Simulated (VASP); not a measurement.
```
MoSi2
1.0
   -1.59226     1.59226     3.90548
    1.59226    -1.59226     3.90548
    1.59226     1.59226    -3.90548
Si Mo
2 1
Direct
  0.66522   0.66522   0.00000
  0.33478   0.33478   0.00000
  0.00000   0.00000   0.00000
```

The numbers are results of PBE GGA with D4 dispersion, VASP's PBE PAW potentials (set 64) (plane waves; VASP), not measurements. Run with 520 eV cut-off, Gaussian smearing of 0.050 eV, potentials Si Mo_sv.

Task: Give the energies of bands 6 to 14 at the high-symmetry points, in eV from the Fermi level.

Result: 
```tsv
band	Γ	X	P	N	M	S	R
6	-6.48	-6.79	-6.35	-9.56	-10.17	-9.02	-7.89
7	-3.40	-5.71	-6.35	-5.00	-3.60	-6.88	-5.60
8	-3.11	-5.20	-6.21	-4.53	-2.24	-2.83	-4.50
9	-2.66	-4.50	-2.75	-2.62	-0.58	-2.51	-3.83
10	-2.66	-3.12	-2.10	-2.60	-0.58	-2.32	-2.99
11	0.39	-1.20	-2.10	-0.52	-0.47	-0.42	-1.79
12	3.13	2.38	0.33	2.33	-0.47	1.55	1.82
13	3.25	2.81	2.38	3.13	0.53	3.04	2.06
14	3.59	3.18	4.05	4.18	4.77	3.67	2.67
```

It has no gap at this level: it comes out as a metal or semimetal.

The compound is MoSi2 in the MoSi2 type structure. It was relaxed first.
